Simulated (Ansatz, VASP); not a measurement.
# LiPtF3: VASP beside Ansatz

Wanted: the spread between two codes on one cell, functional and k mesh. The cell is generated by rule, not measured, and may not be a known phase. The cell is taken from a series of runs on this material, whose earlier steps may have relaxed, scaled, displaced or heated it; both programs get it as it stands.

Calculated with Ansatz 0.2.0; plane waves, with VASP 6.6.1 beside it; zone-centre phonons at LDA.

The structure was built from a prototype and need not be the compound's stable phase.

## Step 1: Set-up

Symmetry: R3m, No. 160, trigonal system. Conventional cell: a = 5.502 Å, b = 5.502 Å, c = 8.536 Å, α = 90.00°, β = 90.00°, γ = 120.00°. Nearest to Li lie 3 F at 1.87 Å. Nearest to Pt lie 6 F at 2.12 to 2.15 Å. F has 1 Li at 1.87 Å and 2 Pt at 2.12 to 2.15 Å nearest. Farther neighbours and most contacts between anions are not listed.

## Step 2: Ansatz: zone-centre phonons, LDA

Ansatz runs on its default PAW (the set named soft_2) files.

Second derivatives magnify differences that forces hide, and they need a tight electronic threshold.

Input file input.yaml:

```yaml
crystal:
  lattice:
    - [2.7510795815, 1.5883365369, 2.8454940306]
    - [-2.7510795815, 1.5883365369, 2.8454940306]
    - [0.0, -3.1766730739, 2.8454940305]
  atoms:
    - { symbol: Li, position: [0.326985204, 0.326985204, 0.326985204] }
    - { symbol: Pt, position: [0.0217006321, 0.0217006321, 0.0217006321] }
    - { symbol: F, position: [0.5185576412, 0.0399239363, 0.0399239363] }
    - { symbol: F, position: [0.0399239363, 0.5185576412, 0.0399239363] }
    - { symbol: F, position: [0.0399239363, 0.0399239363, 0.5185576412] }
kpoints:
  mp_grid: { grid: [9, 9, 9] }
hamiltonian:
  xc: lda
scf:
  occupations: { method: methfessel_paxton, width: 0.2 }
output:
  eigenvalues: true
phonons:
  method: dfpt
```

Started as:

```
> ansatz run input.yaml --threads 8 --pin off --max-ram 14336MiB --backend cpu --events-out ev --progress --plain --runs-dir out
```

Numbers of over 12 decimals in the logs are rounded to 6 here.

The program printed:

```text
Engine: ansatz 0.2.0, aarch64-unknown-linux-gnu
Pseudopotentials: kind: paw
Pseudopotential: Li, paw, valence charge 3, recommended cutoff 420 eV (normal), Li.paw.azcp
Pseudopotential: Pt, paw, valence charge 18, recommended cutoff 420 eV (normal), Pt.paw.azcp
Pseudopotential: F, paw, valence charge 7, recommended cutoff 420 eV (normal), F.paw.azcp
Functional definition: SPW92
  exchange = slater_x
  correlation = pw_c
Crystal: 5 atoms, lattice volume = 74.603 Å³
Basis set: ecut = 420 eV, 1443 PW (Γ), exchange–correlation on 60×60×60 points (8 copies of the dense FFT grid, shifted against one another)
Bands: 26, of which v1, the nominal top of the filled ones, is band 21 counted from 1 (20 counted from 0)
Symmetry: 6 space group operations
k-points: 365 of 729 (irreducible under 1 space group operation, time reversal used)
Non-local potential: Li, projectors of the file, l = 0: 3, l = 1: 2, l = 2: 1
Non-local potential: Pt, projectors of the file, l = 0: 3, l = 1: 2, l = 2: 2, l = 3: 1
Non-local potential: F, projectors of the file, l = 0: 2, l = 1: 2, l = 2: 1
PAW form: soft (Blöchl's): semilocal exchange-correlation on the pseudo side does not see the compensation charge
PAW frozen core: Pt, regenerated for the run's functional, and the local potential with it (the file was generated under x = pbe(κ = 0.804, μ = 0.219515), c = pbe(β = 0.066725))
PAW frozen core: F, regenerated for the run's functional, and the local potential with it (the file was generated under x = pbe(κ = 0.804, μ = 0.219515), c = pbe(β = 0.066725))
PAW one-centre angular grid: Li, 110 points (default); XC on 64 Gauss nodes
PAW one-centre angular grid: Pt, 590 points (default); XC on 64 Gauss nodes
PAW one-centre angular grid: F, 110 points (default); XC on 64 Gauss nodes
Initial density: superposition of atomic densities (neutral atoms: chi_scale 0, normalization atom), corrected by the library's trained network
Initial wavefunctions: pseudopotential atomic-orbital guess
Functional: x = slater, c = lda
SCF iter   1: F=—  HF=-14826.414914 eV  |F-HF|=—  |Δ(HF+E_count)|=         —  Δρ=1.76e-2  dr2=1.53e-1  ethr=1.77e-3  ⟨swp⟩=5.3  Hψ=39324  notcnv=0
preconditioner: auto → LDOS  [metal: Δε(μ)=0.010 eV  Ē_g=13.077 eV  σ=0.200 eV  W_gap=0.04  n_scr=20 (ndim 8)  ℏωp=24.3 eV  f_vac=0.303  D(μ)=1.69/eV (n_scr^D=12)  β→1.0]
SCF iter   2: F=—  HF=-14826.403515 eV  |F-HF|=—  |Δ(HF+E_count)|=   1.14e-2  S|Δr|=    0.00e0  Δρ=1.49e-2  dr2=9.90e-2  ethr=3.64e-4  ⟨swp⟩=2.0  Hψ=20306  notcnv=0  defer=134
SCF iter   3: F=—  HF=-14826.369814 eV  |F-HF|=—  |Δ(HF+E_count)|=   3.37e-2  S|Δr|=    0.00e0  Δρ=3.04e-3  dr2=5.02e-3  ethr=2.36e-4  ⟨swp⟩=2.0  Hψ=16632  notcnv=0  defer=134
SCF iter   4: F=—  HF=-14826.368662 eV  |F-HF|=—  |Δ(HF+E_count)|=   1.15e-3  S|Δr|=    0.00e0  Δρ=8.33e-4  dr2=4.84e-4  ethr=1.19e-5  ⟨swp⟩=2.6  Hψ=14499  notcnv=0  defer=134
SCF iter   5: F=—  HF=-14826.368559 eV  |F-HF|=—  |Δ(HF+E_count)|=   1.03e-4  S|Δr|=    0.00e0  Δρ=1.39e-4  dr2=7.23e-6  ethr=1.15e-6  ⟨swp⟩=2.0  Hψ=13940  notcnv=0  defer=134
SCF iter   6: F=—  HF=-14826.368555 eV  |F-HF|=—  |Δ(HF+E_count)|=   4.28e-6  S|Δr|=    0.00e0  Δρ=1.91e-5  dr2=9.12e-8  ethr=1.72e-8  ⟨swp⟩=2.0  Hψ=16963  notcnv=0  defer=134
SCF iter   7: F=—  HF=-14826.368555 eV  |F-HF|=—  |Δ(HF+E_count)|=   4.08e-8  S|Δr|=    0.00e0  Δρ=3.69e-6  dr2=8.06e-9  ethr=2.17e-10  ⟨swp⟩=2.0  Hψ=16987  notcnv=0  defer=12
SCF iter   8: F=—  HF=-14826.368555 eV  |F-HF|=—  |Δ(HF+E_count)|=   1.85e-9  S|Δr|=    0.00e0  Δρ=8.04e-7  dr2=3.84e-10  ethr=1.92e-11  ⟨swp⟩=2.0  Hψ=16697  notcnv=0  defer=12
SCF iter   9: F=—  HF=-14826.368555 eV  |F-HF|=—  |Δ(HF+E_count)|=  8.55e-11  S|Δr|=    0.00e0  Δρ=2.03e-7  dr2=1.11e-11  ethr=1.00e-12  ⟨swp⟩=2.0  Hψ=16726  notcnv=0  defer=12
SCF iter  10: F=-14826.368555 eV  HF=-14826.368555 eV  |F-HF|=0.00e0  |Δ(HF+E_count)|=  3.64e-12  S|Δr|=    0.00e0  Δρ=3.47e-8  dr2=3.10e-13  ethr=1.00e-12  ⟨swp⟩=6.4  Hψ=40086  notcnv=0
SCF 1 converged in 10 iterations: F = -14826.368555 eV  dr2 = 3.10e-13
  greatest PAW one-centre occupation: 1.000 electrons in one spin orbital (limit 2), on the Li atom at site 0 (counted from 0), in its partial waves of l = 0
DFPT response loops at Γ: preconditioner auto → none (partly filled bands, converged f_vac=0.297); β = 0.50; Broyden in place of MSR1
SCF converged after 10 iterations
Stability not checked: this state was not tested for a lower state beside it, because cold or Methfessel-Paxton smearing, or corrected tetrahedra, fill the levels in a way that the test cannot read (fill_not_monotonic; see scf.lower_state_search)
Free energy (F): -14826.368555 eV
Harris-Foulkes:  -14826.368555 eV  (|F-HF|=0.00e0)
Internal energy: -14826.362463 eV  (E = F + TS)
E sigma→0 (E₀):  -14826.367032 eV
Entropy (-TS):   -0.006092 eV (-1.218 meV/atom)
Fermi energy:    5.386845 eV
--- Per-component energies (eV) ---
  E_band       = -640.232737
  E_kinetic    = 1273.688002
  E_local      = -5398.069876  (includes V_loc(G=0)·N_el)
  E_nonlocal   = 405.483806
  E_hartree    = 2099.880108
  E_xc         = -501.155457
  E_vxc        = -614.495497  (∫ρ·V_xc dr)
  E_paw        = -9758.672893  (= ΣΔE_a)
  E_vpaw       = -506.605502  (= ΣTr[D̂ρ^β])
  E_aug_tail   = 0.006098  (compensation charges beyond the density's cutoff)
  E_ewald      = -2948.325875
  E_core_change = 0.803625  (= ΣΔE_core)
  E_smearing   = -0.006092  (= −TS)
  E_closure    = -0.000000  (closes the sum)
  Σ components = -14826.368555   (vs F -14826.368555, Δ=0.00e0)
--- Band table (eV; the first three rows and the last of 365) ---
  k-point 0: bands = [... 17 lower, 2.8720, 3.0810, 3.0810, 3.9571, 3.9571, 6.0335, 11.1599, 13.5075, ... 1 higher]
  k-point 1: bands = [... 17 lower, 2.9304, 3.1052, 3.2069, 3.9607, 4.2336, 6.2469, 11.1125, 13.2493, ... 1 higher]
  k-point 2: bands = [... 17 lower, 3.0085, 3.2874, 3.4954, 3.9720, 4.6717, 6.8985, 10.8694, 12.9959, ... 1 higher]
  k-point 364: bands = [... 17 lower, 3.2210, 3.8313, 3.9937, 4.4529, 5.4378, 9.0698, 9.5279, 13.3940, ... 1 higher]
--- Phonons (Γ-DFPT): 6 representative perturbations + reference, on 365 of 729 k-points (Σ response iterations 21) ---
  k mesh reduced under 1 symmetry operation, with k and −k counted as one. Each operation leaves every solved perturbation unchanged. A smaller set is not used because it would not reduce the number of displacements times k-points to solve
  ASR residual: 3.918e-5 → 0.000e0 eV/Å²; symmetrization residual: 2.066e-6 eV/Å²
  ASR residual per site (eV/Å²): 1.57e-5 3.92e-5 2.68e-5 2.68e-5 2.95e-5
  Γ frequencies (cm⁻¹): 0.00 0.00 0.00 106.44 130.93 130.93 199.66 199.66 253.02 356.46 356.46 408.09 453.37 453.37 491.82
  non-analytic LO–TO correction: not included (Born effective charges unavailable; polar crystals: no LO–TO splitting at Γ)
```

## Step 3: VASP: zone-centre phonons, LDA

The same cell, functional (in two slightly different forms), mesh and smearing now go to VASP, with its own data sets.

Lines of VASP's logs that name or quote its potential files are left out, and so is its time.

Input file INCAR:

```
SYSTEM = LiPtF3
PREC = Accurate
ENCUT = 750
EDIFF = 1E-08
NELM = 120
ISMEAR = 1
SIGMA = 0.2
LREAL = .FALSE.
ALGO = Normal
GGA = PW92
NBANDS = 23
LASPH = .TRUE.
LORBIT = 11
LWAVE = .FALSE.
LCHARG = .FALSE.
ISIF = 2
IBRION = 8
GGA_COMPAT = .FALSE.
KPAR = 2
```

Input file POSCAR:

```
LiPtF3
1.0
    2.7510795815      1.5883365369      2.8454940306
   -2.7510795815      1.5883365369      2.8454940306
    0.0000000000     -3.1766730739      2.8454940305
Li Pt F
1 1 3
Direct
    0.3269852040      0.3269852040      0.3269852040
    0.0217006321      0.0217006321      0.0217006321
    0.5185576412      0.0399239363      0.0399239363
    0.0399239363      0.5185576412      0.0399239363
    0.0399239363      0.0399239363      0.5185576412
```

Input file KPOINTS:

```
Automatic mesh
0
Gamma
9 9 9
0 0 0
```

PAW data sets: Li_sv, Pt and F (LDA family, release 64).

Started as:

```
> mpirun -np 2 vasp_std
```

The program printed:

```text
[banner, memory and clock lines left out]
running    2 mpi-ranks, on    1 nodes
 distrk:  each k-point on    1 cores,    2 groups
 distr:  one band on    1 cores,    1 groups

 POSCAR found type information on POSCAR LiPtF
 POSCAR found :  3 types and       5 ions
|                                                                             |
|               ----> ADVICE to this user running VASP <----                  |
|                                                                             |
|     You enforced a specific xc type in the INCAR file but a different       |
|     [... a line on the potential file left out ...]
|     I HOPE YOU KNOW WHAT YOU ARE DOING!                                     |
|                                                                             |

 LDA part: xc-table for (Slater(with rela. corr.)+PW92), standard interpolation
 POSCAR, INCAR and KPOINTS ok, starting setup
 FFT: planning ... GRIDC
 FFT: planning ... GRID_SOFT
 FFT: planning ... GRID
 WAVECAR not read
 entering main loop
       N       E                     dE             d eps       ncg     rms          rms(c)
DAV:   1     0.298710221826E+03    0.29871E+03   -0.21888E+04  3910   0.190E+03
DAV:   2    -0.464341582923E+01   -0.30335E+03   -0.28773E+03  4626   0.392E+02
DAV:   3    -0.241130548333E+02   -0.19470E+02   -0.19259E+02  4867   0.980E+01
DAV:   4    -0.259147839796E+02   -0.18017E+01   -0.17978E+01  6766   0.162E+01
DAV:   5    -0.259321341806E+02   -0.17350E-01   -0.17340E-01  4604   0.205E+00    0.185E+01
DAV:   6    -0.237152237346E+02    0.22169E+01   -0.93230E+00  4148   0.251E+01    0.131E+01
DAV:   7    -0.235691530761E+02    0.14607E+00   -0.61610E-01  4603   0.768E+00    0.869E+00
DAV:   8    -0.235272521304E+02    0.41901E-01   -0.15168E-01  4883   0.347E+00    0.192E+00
DAV:   9    -0.235211787720E+02    0.60734E-02   -0.19838E-02  4540   0.111E+00    0.153E-01
DAV:  10    -0.235221420967E+02   -0.96332E-03   -0.15776E-03  4365   0.275E-01    0.157E-01
DAV:  11    -0.235225013653E+02   -0.35927E-03   -0.36677E-04  4344   0.153E-01    0.233E-02
DAV:  12    -0.235225763815E+02   -0.75016E-04   -0.43781E-05  4484   0.419E-02    0.204E-02
DAV:  13    -0.235225783787E+02   -0.19972E-05   -0.64637E-06  4966   0.178E-02    0.837E-03
DAV:  14    -0.235225786942E+02   -0.31557E-06   -0.91856E-07  4841   0.622E-03    0.165E-03
DAV:  15    -0.235225787597E+02   -0.65446E-07   -0.79548E-08  4773   0.206E-03    0.504E-04
DAV:  16    -0.235225787606E+02   -0.93632E-09   -0.19852E-08  4007   0.113E-03
   1 F= -.23522579E+02 E0= -.23520540E+02  d E =-.611706E-02
 Linear response reoptimize wavefunctions to high precision
DAV:   1    -0.235225787611E+02   -0.45793E-09   -0.22071E-09  3426   0.363E-04
DAV:   2    -0.235225787611E+02   -0.39108E-10   -0.30369E-10  2557   0.122E-04
 Linear response DOF=           6
 Linear response progress:
  Degree of freedom:   1/  6
       N       E                     dE             d eps       ncg     rms          rms(c)
RMM:   1    -0.165856213406E+00   -0.16586E+00    0.14662E+00 20984   0.139E+01
RMM:   2    -0.168943035843E+00   -0.30868E-02   -0.26935E-02 31505   0.839E-01    0.103E-01
RMM:   3    -0.169100643894E+00   -0.15761E-03   -0.81290E-03 38744   0.365E-01    0.483E-02
RMM:   4    -0.168945236575E+00    0.15541E-03   -0.15398E-03 41583   0.142E-01    0.256E-02
RMM:   5    -0.168893164908E+00    0.52072E-04   -0.86312E-04 43100   0.852E-02    0.415E-03
RMM:   6    -0.168928559823E+00   -0.35395E-04   -0.74094E-04 43492   0.498E-02    0.190E-03
RMM:   7    -0.168955317394E+00   -0.26758E-04   -0.65578E-04 44640   0.358E-02    0.909E-04
RMM:   8    -0.168956409597E+00   -0.10922E-05   -0.42190E-04 43694   0.271E-02    0.238E-04
RMM:   9    -0.168947903821E+00    0.85058E-05   -0.28099E-04 46517   0.217E-02    0.399E-04
RMM:  10    -0.168946154209E+00    0.17496E-05   -0.20556E-04 46276   0.180E-02    0.452E-04
RMM:  11    -0.168942790522E+00    0.33637E-05   -0.17446E-04 41833   0.158E-02    0.837E-04
RMM:  12    -0.168956703948E+00   -0.13913E-04   -0.14896E-04 35534   0.148E-02    0.151E-04
RMM:  13    -0.168956776372E+00   -0.72423E-07   -0.12872E-04 42469   0.129E-02    0.149E-04
RMM:  14    -0.168958623130E+00   -0.18468E-05   -0.11154E-04 42050   0.117E-02    0.185E-04
[...]
RMM:  18    -0.168961549131E+00    0.84256E-07   -0.72404E-05 36594   0.817E-03    0.398E-04
RMM:  19    -0.168961996263E+00   -0.44713E-06   -0.65926E-05 43993   0.742E-03    0.457E-04
RMM:  20    -0.168962044296E+00   -0.48033E-07   -0.61502E-05 36431   0.679E-03    0.545E-04
RMM:  21    -0.168962389191E+00   -0.34489E-06   -0.56293E-05 45669   0.618E-03    0.600E-04
RMM:  22    -0.168962626614E+00   -0.23742E-06   -0.52451E-05 42499   0.565E-03    0.654E-04
RMM:  23    -0.168962869418E+00   -0.24280E-06   -0.48462E-05 39380   0.517E-03    0.702E-04
RMM:  24    -0.168963097911E+00   -0.22849E-06   -0.44134E-05 35798   0.473E-03    0.739E-04
RMM:  25    -0.168963176449E+00   -0.78538E-07   -0.39012E-05 36791   0.434E-03    0.782E-04
 first order change of Fermi-energy   0.15387E-04
 force on displaced ion       1 direction 1 :  -2.639   0.001   0.000
 Linear response progress:
  Degree of freedom:   2/  6
       N       E                     dE             d eps       ncg     rms          rms(c)
[...]
RMM:  13    -0.169936482470E+00    0.44617E-07   -0.12242E-07 10115   0.137E-04    0.962E-06
RMM:  14    -0.169936524610E+00   -0.42140E-07   -0.11702E-07 10036   0.830E-05    0.228E-06
RMM:  15    -0.169936525979E+00   -0.13693E-08   -0.10932E-07  9828   0.561E-05    0.288E-06
RMM:  16    -0.169936537636E+00   -0.11656E-07   -0.10394E-07  9472   0.416E-05    0.159E-06
RMM:  17    -0.169936540691E+00   -0.30552E-08   -0.95583E-08  8404   0.334E-05    0.229E-06
 first order change of Fermi-energy   0.68215E+00
 force on displaced ion       1 direction 3 :   0.000   0.000  -3.925
 Linear response progress:
  Degree of freedom:   3/  6
       N       E                     dE             d eps       ncg     rms          rms(c)
RMM:   1    -0.272909704078E+00   -0.27291E+00   -0.28644E-01 35759   0.255E+00
RMM:   2    -0.260381916970E+00    0.12528E-01   -0.23409E-02 28624   0.624E-01    0.205E-01
RMM:   3    -0.260184910465E+00    0.19701E-03   -0.19875E-03 32016   0.174E-01    0.124E-01
RMM:   4    -0.260326822887E+00   -0.14191E-03   -0.43382E-04 32840   0.103E-01    0.188E-02
RMM:   5    -0.260410826265E+00   -0.84003E-04   -0.35105E-05 36674   0.257E-02    0.860E-03
RMM:   6    -0.260475395391E+00   -0.64569E-04   -0.13091E-05 36583   0.150E-02    0.193E-03
RMM:   7    -0.260485290602E+00   -0.98952E-05   -0.19662E-06 39755   0.626E-03    0.588E-04
RMM:   8    -0.260486080621E+00   -0.79002E-06    0.14906E-07 41976   0.278E-03    0.288E-04
RMM:   9    -0.260485672350E+00    0.40827E-06   -0.19292E-06 43343   0.138E-03    0.689E-05
RMM:  10    -0.260485609770E+00    0.62580E-07   -0.49966E-07 44096   0.703E-04    0.607E-05
RMM:  11    -0.260485729682E+00   -0.11991E-06   -0.47080E-08 44429   0.362E-04    0.870E-06
RMM:  12    -0.260485739751E+00   -0.10069E-07   -0.84876E-08 46241   0.189E-04    0.687E-06
RMM:  13    -0.260485723285E+00    0.16467E-07   -0.11230E-08 45470   0.980E-05    0.248E-06
RMM:  14    -0.260485715842E+00    0.74429E-08   -0.14744E-08 44852   0.547E-05    0.237E-06
 first order change of Fermi-energy   0.41148E-04
 force on displaced ion       2 direction 1 : -14.148   0.001  -0.000
 Linear response progress:
  Degree of freedom:   4/  6
       N       E                     dE             d eps       ncg     rms          rms(c)
RMM:   1    -0.265215637898E+00   -0.26522E+00   -0.24894E-01  8640   0.260E+00
RMM:   2    -0.253837093305E+00    0.11379E-01   -0.17053E-02  6709   0.553E-01    0.247E-01
RMM:   3    -0.253429399289E+00    0.40769E-03   -0.88385E-04  7658   0.141E-01    0.142E-01
RMM:   4    -0.253335074185E+00    0.94325E-04   -0.35524E-04  7888   0.922E-02    0.193E-02
RMM:   5    -0.253403855986E+00   -0.68782E-04   -0.58922E-05  8923   0.286E-02    0.729E-03
RMM:   6    -0.253463953696E+00   -0.60098E-04   -0.12950E-05  8797   0.144E-02    0.149E-03
RMM:   7    -0.253471209789E+00   -0.72561E-05   -0.28440E-06  9418   0.600E-03    0.783E-04
RMM:   8    -0.253475396110E+00   -0.41863E-05   -0.32871E-07  9490   0.281E-03    0.294E-04
RMM:   9    -0.253476109530E+00   -0.71342E-06    0.54235E-07 10037   0.139E-03    0.126E-04
RMM:  10    -0.253475801563E+00    0.30797E-06   -0.50916E-07 10011   0.711E-04    0.829E-05
RMM:  11    -0.253475978638E+00   -0.17708E-06    0.17798E-07 10065   0.365E-04    0.180E-05
RMM:  12    -0.253476019452E+00   -0.40814E-07   -0.11397E-07 10191   0.199E-04    0.260E-05
RMM:  13    -0.253476013384E+00    0.60679E-08    0.51479E-08  9790   0.112E-04    0.600E-06
 first order change of Fermi-energy  -0.54165E+00
 force on displaced ion       2 direction 3 :  -0.000   0.000 -23.283
 Linear response progress:
  Degree of freedom:   5/  6
       N       E                     dE             d eps       ncg     rms          rms(c)
RMM:   1    -0.538778041021E+00   -0.53878E+00    0.59643E-01 38694   0.428E+00
RMM:   2    -0.527712682051E+00    0.11065E-01   -0.11248E-02 32019   0.739E-01    0.169E-01
RMM:   3    -0.528666556041E+00   -0.95387E-03   -0.15159E-03 38528   0.203E-01    0.957E-02
RMM:   4    -0.529621825998E+00   -0.95527E-03   -0.31874E-04 38507   0.101E-01    0.285E-02
RMM:   5    -0.529836222253E+00   -0.21440E-03   -0.10342E-04 42471   0.509E-02    0.792E-03
RMM:   6    -0.529831257589E+00    0.49647E-05   -0.20813E-05 43879   0.224E-02    0.271E-03
RMM:   7    -0.529810620051E+00    0.20638E-04   -0.73421E-06 44736   0.975E-03    0.122E-03
RMM:   8    -0.529801262345E+00    0.93577E-05   -0.82159E-06 45234   0.484E-03    0.545E-04
RMM:   9    -0.529803370401E+00   -0.21081E-05   -0.30888E-06 47673   0.246E-03    0.177E-04
RMM:  10    -0.529804533207E+00   -0.11628E-05   -0.13557E-06 48158   0.118E-03    0.502E-05
RMM:  11    -0.529804265661E+00    0.26755E-06   -0.28805E-07 48044   0.515E-04    0.287E-05
RMM:  12    -0.529804353026E+00   -0.87365E-07   -0.10110E-07 47474   0.259E-04    0.106E-05
RMM:  13    -0.529804347005E+00    0.60205E-08   -0.21897E-08 47821   0.136E-04    0.537E-06
 first order change of Fermi-energy   0.13314E+00
 force on displaced ion       3 direction 1 :  -8.871  -4.106  -4.079
 Linear response progress:
  Degree of freedom:   6/  6
       N       E                     dE             d eps       ncg     rms          rms(c)
RMM:   1    -0.536447512963E+00   -0.53645E+00    0.59736E-01 21312   0.428E+00
RMM:   2    -0.525128379856E+00    0.11319E-01   -0.10003E-02 17789   0.722E-01    0.173E-01
RMM:   3    -0.526042103176E+00   -0.91372E-03   -0.11286E-03 21118   0.178E-01    0.973E-02
RMM:   4    -0.527007916518E+00   -0.96581E-03   -0.32438E-04 21214   0.967E-02    0.225E-02
RMM:   5    -0.527139783020E+00   -0.13187E-03   -0.11045E-04 23960   0.489E-02    0.773E-03
RMM:   6    -0.527135544230E+00    0.42388E-05   -0.19309E-05 24239   0.212E-02    0.259E-03
RMM:   7    -0.527103622690E+00    0.31922E-04   -0.40066E-06 24543   0.939E-03    0.113E-03
RMM:   8    -0.527099411670E+00    0.42110E-05    0.15926E-06 24856   0.472E-03    0.396E-04
RMM:   9    -0.527102227052E+00   -0.28154E-05    0.10102E-07 26167   0.229E-03    0.125E-04
RMM:  10    -0.527102791856E+00   -0.56480E-06    0.55381E-07 26017   0.103E-03    0.638E-05
RMM:  11    -0.527102650076E+00    0.14178E-06    0.67995E-08 26236   0.505E-04    0.280E-05
RMM:  12    -0.527102706216E+00   -0.56141E-07    0.96671E-08 25342   0.255E-04    0.276E-05
RMM:  13    -0.527102704371E+00    0.18458E-08   -0.10300E-08 26039   0.143E-04    0.446E-06
 first order change of Fermi-energy  -0.46785E-01
 force on displaced ion       3 direction 3 :  -4.077  -2.354  -7.397
 Linear response finished
```

(Continued in part 2 of 2.)

[Lines on the potential files, build, host, timing and source positions are cut from VASP's logs without a mark.]

[Logs are printed without paths, hosts, clocks, repeated set-up lines and the standing remarks that a program may print on its own settings, such as how far it seeks lower states.]

[Hosts, paths, dates, database ids (printed as entryN), source tags and the programs' standing remarks are cut or masked in the printed files.]
